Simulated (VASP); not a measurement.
An input for Quantum ESPRESSO's pw.x (written as the equivalent of a VASP run, and not itself run):

```
&CONTROL
  calculation = 'scf'
  pseudo_dir = './pseudo'
  outdir = './out'
  tprnfor = .true.
  tstress = .true.
/
&SYSTEM
  ibrav = 0
  nat = 2
  ntyp = 2
  ecutwfc = 82
  occupations = 'smearing'
  smearing = 'methfessel-paxton'
  degauss = 0.00735
  input_dft = 'pbe'
/
&ELECTRONS
  conv_thr = 7.3e-08
  electron_maxstep = 100
/
ATOMIC_SPECIES
  Nb 92.906 Nb.upf
  C 12.011 C.upf
CELL_PARAMETERS angstrom
     0.0000000    2.2350000    2.2350000
     2.2350000    0.0000000    2.2350000
     2.2350000    2.2350000    0.0000000
ATOMIC_POSITIONS crystal
  Nb   0.0000000  0.0000000  0.0000000
  C    0.5000000  0.5000000  0.5000000
K_POINTS automatic
  13 13 13 0 0 0
```

Task: Translate this input to VASP (INCAR, KPOINTS, POSCAR, choice of POTCAR).

Result: This is not unique; one that fits is 
### POSCAR
```
NbC
1
    0.0000000000     2.2350000000     2.2350000000
    2.2350000000     0.0000000000     2.2350000000
    2.2350000000     2.2350000000     0.0000000000
Nb C
1 1
Direct
  0.0000000000   0.0000000000   0.0000000000
  0.5000000000   0.5000000000   0.5000000000
```

INCAR:
```
# general
SYSTEM  = NbC
PREC    = Accurate
ENCUT   = 600   # plane-wave cut-off (eV)
LREAL   = F   # projection in real space or not
LASPH   = T

# electronic loop
EDIFF   = 1E-6   # SCF stop (eV)
NELM    = 100   # most electronic steps
ALGO    = Normal
LMAXMIX = 4   # l cut-off of mixed one-centre charges

# smearing
ISMEAR  = 1
SIGMA   = 0.1

# functional
GGA     = PE   # PBE

# ions
ISIF    = 2   # forces and stress, cell fixed

# output
LWAVE   = F
LCHARG  = F
```

File KPOINTS:
```
Automatic mesh
0
Gamma
13 13 13
0 0 0
```

POTCAR, in this order: Nb_sv C (PBE.64 set). Program: vasp_std.

The two are equivalent in intent, not identical: the potentials are each code's own (VASP's PAW set, PseudoDojo norm-conserving files in pw.x), so ENCUT and ecutwfc are chosen apart and not converted; conv_thr bounds pw.x's estimated SCF error, while EDIFF bounds the energy change between steps.

The compound is NbC in the rock salt structure. The cell was not relaxed at this level. The run is one of a series of settings (ENCUT = 600 against the base run), some of them coarse on purpose.
